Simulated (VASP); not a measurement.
A run of VASP 6.6.1:

File INCAR:

```
SYSTEM = W16N
PREC     = Accurate       ! precision mode
ENCUT    = 400            ! plane-wave cutoff, eV
EDIFF    = 1E-6           ! SCF threshold, eV
ISMEAR   = 1              ! smearing method
SIGMA    = 0.1            ! smearing width, eV
LREAL    = Auto         
LASPH    = .TRUE.         ! aspherical terms in the spheres
NELM     = 80             ! most SCF steps
ALGO     = Fast           ! electronic algorithm
ISIF     = 2              ! what is computed and relaxed
LWAVE    = .FALSE.        ! write WAVECAR
LCHARG   = .FALSE.        ! write CHGCAR
GGA      = PE             ! functional
IVDW     = 12             ! dispersion correction
ISYM     = 0
```

Contents of KPOINTS:

```
Automatic mesh
0
G
  5 6 1
  0 0 0
```

POSCAR

```
W16N
1.0
    6.3200000000      0.0000000000      0.0000000000
    3.1600000000      4.4689148571      0.0000000000
    0.0000000000      0.0000000000     23.2033722856
W N
16 1
Direct
    0.7500000000      0.5000000000      0.1077000000
    0.2500000000      0.5000000000      0.1077000000
    0.7500000000      0.0000000000      0.1077000000
    0.2500000000      0.0000000000      0.1077000000
    0.0000000000      0.0000000000      0.2040000000
    0.5000000000      0.0000000000      0.2040000000
    0.0000000000      0.5000000000      0.2040000000
    0.5000000000      0.5000000000      0.2040000000
    0.7503000000      0.4994000000      0.3004000000
    0.2490000000      0.5022000000      0.2989000000
    0.7502000000      0.0007000000      0.3017000000
    0.2495000000      0.9999000000      0.3018000000
    0.0024000000      0.9939000000      0.3961000000
    0.4936000000      0.0136000000      0.3934000000
    0.0023000000      0.4989000000      0.3970000000
    0.4978000000      0.5013000000      0.3972000000
    0.7878000000      0.4249000000      0.4445000000
```

Potentials or basis: VASP PAW PBE potentials, release 64 (W_sv, N).

Command:

```sh
$ cat potpaw_PBE.64/W_sv/POTCAR potpaw_PBE.64/N/POTCAR > POTCAR
$ mpirun -np 4 vasp_std > vasp.out
```

Hardware: 4 MPI ranks on AMD EPYC 9R45 (Zen 5), with other jobs on the host.

Problem. How long does it take, and how much memory?

Solution. Run time: 9 min on 4 MPI ranks on AMD EPYC 9R45 (Zen 5), on a shared host, peak memory 0.34 GiB a rank. Counts: scf iterations 31, k points 16.
